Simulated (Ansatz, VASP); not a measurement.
**Two plane-wave programs on TaF3**

```xyz
4
Lattice="3.9012 0.0000 0.0000 0.0000 3.9012 0.0000 0.0000 0.0000 3.9012" Properties=species:S:1:pos:R:3 pbc="T T T"
Ta    0.0000    0.0000    0.0000
F     1.9506    0.0000    0.0000
F     0.0000    1.9506    0.0000
F     0.0000    0.0000    1.9506
```

Alike in both runs: task single point; functional PBEsol; k mesh 5 × 5 × 5; occupations gaussian, width 0.05 eV; collinear spin; Hubbard terms Ta d U = 2.0 eV, J = 0.5 eV.

```csv
,VASP,Ansatz
version,VASP 6.6.1,Ansatz 0.2.0
potentials or method,"VASP PAW PBE potentials, release 64 (Ta_pv, F)","scalar-relativistic, plane waves, PAW"
plane-wave cutoff (eV),520,420
valence electrons in the cell,32,34
```

```tsv
	VASP	Ansatz	Ansatz less VASP
gap on the k mesh at the Fermi level (eV)	none	none	-
net moment per atom (μB)	0.50	0.50	+0.004
size of the moment on the site where the two differ most (μB)	1.52	0.75	-0.767
```

Site moments also hang on the region over which each program counts them. The programs project onto different local orbitals, so the same U acts differently. A gap of «none» marks a metal or a gap that the smearing closes. The two sets of potentials don't hold the same shells in valence. Ansatz warned: «filled_band_counts_differ_across_k_points».

 The state reached can hang on the start; a lower one may exist. Spin-orbit coupling is left out, which matters for the levels of Ta.
